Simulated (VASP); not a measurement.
Energy against volume of ZnSe (zinc blende). Level of theory: PBEsol GGA, VASP's PBE PAW potentials (set 64) (plane waves; VASP 6.6.1). Settings: 520 eV cut-off, 8×8×8 Γ-centred mesh, Gaussian smearing of 0.050 eV, potentials Zn Se.

| V (Å³/atom) | E (eV/atom) |
|---|---|
| 21.771 | -3.38234 |
| 22.444 | -3.38665 |
| 23.117 | -3.38276 |
| 23.791 | -3.37190 |

Q: Fit these four points and predict the energy of the run at 21.097 Å³/atom.

A: A cubic in V^(−2/3), the third-order Birch-Murnaghan form, passes through the four points with V0 = 22.44 Å³/atom and B0 = 65 GPa, and gives -3.3683 eV/atom there. The run gave -3.3684 eV/atom, -0.0 meV/atom from the fit; all five points give B0 = 65 GPa.

The compound is ZnSe in the zinc blende structure. It was relaxed first.
